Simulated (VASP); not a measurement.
OSZICAR of a VASP run on Dy (hcp):

**OSZICAR**
```
       N       E                     dE             d eps       ncg     rms          rms(c)
DAV:   1     0.414139384308E+02    0.41414E+02   -0.78066E+03  1672   0.103E+03
DAV:   2    -0.640088481915E+01   -0.47815E+02   -0.46759E+02  1714   0.272E+02
DAV:   3    -0.896218764296E+01   -0.25613E+01   -0.23397E+01  2347   0.353E+01
DAV:   4    -0.905745191943E+01   -0.95264E-01   -0.93664E-01  2161   0.722E+00
DAV:   5    -0.906123482630E+01   -0.37829E-02   -0.37808E-02  2409   0.101E+00    0.241E+01
DAV:   6    -0.906247018604E+01   -0.12354E-02   -0.23935E-02  2521   0.142E+00    0.144E+01
DAV:   7    -0.907091978088E+01   -0.84496E-02   -0.42979E-02  2491   0.195E+00    0.239E-01
DAV:   8    -0.907060294205E+01    0.31684E-03   -0.24442E-03  2104   0.410E-01    0.626E-02
DAV:   9    -0.907061604185E+01   -0.13100E-04   -0.21776E-04  2168   0.134E-01    0.311E-02
DAV:  10    -0.907060943905E+01    0.66028E-05   -0.34070E-05  2118   0.472E-02    0.371E-02
DAV:  11    -0.907061031157E+01   -0.87252E-06   -0.35020E-06  1884   0.158E-02
   1 F= -.90706103E+01 E0= -.90710739E+01  d E =-.907061E+01
       N       E                     dE             d eps       ncg     rms          rms(c)
DAV:   1    -0.908704039650E+01   -0.16431E-01   -0.38565E-01  1664   0.494E+00    0.685E-01
DAV:   2    -0.907814270332E+01    0.88977E-02   -0.20274E-02  1969   0.152E+00    0.330E-01
DAV:   3    -0.907382757167E+01    0.43151E-02   -0.69046E-03  2477   0.699E-01    0.143E-01
DAV:   4    -0.907353144485E+01    0.29613E-03   -0.11206E-03  2730   0.287E-01    0.792E-02
DAV:   5    -0.907352312250E+01    0.83224E-05   -0.56968E-05  2185   0.630E-02    0.528E-03
DAV:   6    -0.907352321028E+01   -0.87783E-07   -0.17653E-06  1558   0.118E-02
   2 F= -.90735232E+01 E0= -.90744415E+01  d E =-.291290E-02
       N       E                     dE             d eps       ncg     rms          rms(c)
DAV:   1    -0.907557715808E+01   -0.20540E-02   -0.52209E-02  1664   0.182E+00    0.261E-01
DAV:   2    -0.907435845573E+01    0.12187E-02   -0.27257E-03  1959   0.555E-01    0.118E-01
DAV:   3    -0.907376866141E+01    0.58979E-03   -0.97033E-04  2462   0.261E-01    0.471E-02
DAV:   4    -0.907373203452E+01    0.36627E-04   -0.14571E-04  2691   0.103E-01    0.279E-02
DAV:   5    -0.907372912529E+01    0.29092E-05   -0.77324E-06  1952   0.230E-02    0.184E-03
DAV:   6    -0.907372917156E+01   -0.46271E-07   -0.20850E-07   942   0.464E-03
   3 F= -.90737292E+01 E0= -.90748357E+01  d E =-.311886E-02
       N       E                     dE             d eps       ncg     rms          rms(c)
DAV:   1    -0.907801919634E+01   -0.42901E-02   -0.17083E-01  1664   0.316E+00    0.303E-01
DAV:   2    -0.907580317538E+01    0.22160E-02   -0.43113E-03  2194   0.707E-01    0.169E-01
DAV:   3    -0.907462441465E+01    0.11788E-02   -0.15261E-03  2277   0.344E-01    0.728E-02
DAV:   4    -0.907462066083E+01    0.37538E-05   -0.25191E-04  2374   0.127E-01    0.528E-02
DAV:   5    -0.907462600230E+01   -0.53415E-05   -0.12720E-05  1892   0.294E-02    0.211E-02
DAV:   6    -0.907462428975E+01    0.17125E-05   -0.14670E-06  1112   0.105E-02    0.155E-03
DAV:   7    -0.907462415631E+01    0.13344E-06   -0.21266E-07   847   0.494E-03
   4 F= -.90746242E+01 E0= -.90760156E+01  d E =-.894985E-03
       N       E                     dE             d eps       ncg     rms          rms(c)
DAV:   1    -0.907480895604E+01   -0.18467E-03   -0.77489E-03  1664   0.672E-01    0.645E-02
DAV:   2    -0.907470824650E+01    0.10071E-03   -0.19695E-04  2199   0.151E-01    0.354E-02
DAV:   3    -0.907465471247E+01    0.53534E-04   -0.69613E-05  2259   0.731E-02    0.145E-02
DAV:   4    -0.907465478436E+01   -0.71888E-07   -0.11367E-05  2234   0.270E-02    0.109E-02
DAV:   5    -0.907465560360E+01   -0.81924E-06   -0.50849E-07   862   0.635E-03
   5 F= -.90746556E+01 E0= -.90761032E+01  d E =-.926432E-03
       N       E                     dE             d eps       ncg     rms          rms(c)
DAV:   1    -0.907465716163E+01   -0.23773E-05   -0.99275E-05  1664   0.761E-02    0.730E-03
DAV:   2    -0.907465574178E+01    0.14198E-05   -0.24325E-06  1722   0.171E-02    0.399E-03
DAV:   3    -0.907465501577E+01    0.72602E-06   -0.87788E-07   847   0.912E-03
   6 F= -.90746550E+01 E0= -.90761088E+01  d E =-.925844E-03
       N       E                     dE             d eps       ncg     rms          rms(c)
DAV:   1    -0.907505717317E+01   -0.40143E-03   -0.90303E-03  1664   0.765E-01    0.122E-01
DAV:   2    -0.907480958728E+01    0.24759E-03   -0.57180E-04  1869   0.252E-01    0.522E-02
DAV:   3    -0.907468765988E+01    0.12193E-03   -0.23431E-04  2440   0.128E-01    0.166E-02
DAV:   4    -0.907468375447E+01    0.39054E-05   -0.24216E-05  2406   0.427E-02    0.112E-02
DAV:   5    -0.907468506671E+01   -0.13122E-05   -0.16513E-06  1327   0.109E-02    0.109E-03
DAV:   6    -0.907468509068E+01   -0.23962E-07   -0.66169E-08   832   0.264E-03
   7 F= -.90746851E+01 E0= -.90760735E+01  d E =-.300749E-04
```

Question: Which electronic solver shows in the log?

Answer: It is blocked Davidson (ALGO = Normal, or the opening steps of other solvers). The INCAR had ALGO = Normal.

Question: Can the final energy be trusted as converged?

Answer: Self-consistency was reached. It stopped with EDIFF = 1E-6, NELM = 100, NSW = 60 and EDIFFG = -0.01 after 7 ionic steps (PBE GGA, plane waves, VASP's PBE PAW potentials (set 64)). The 4f electrons are frozen in the core of the lanthanide potential, so 4f levels, which can set the real gap, and their magnetism are missing.

The compound is Dy in the hcp structure. This run relaxes it. Symmetry was kept, so distortions that lower it aren't found.
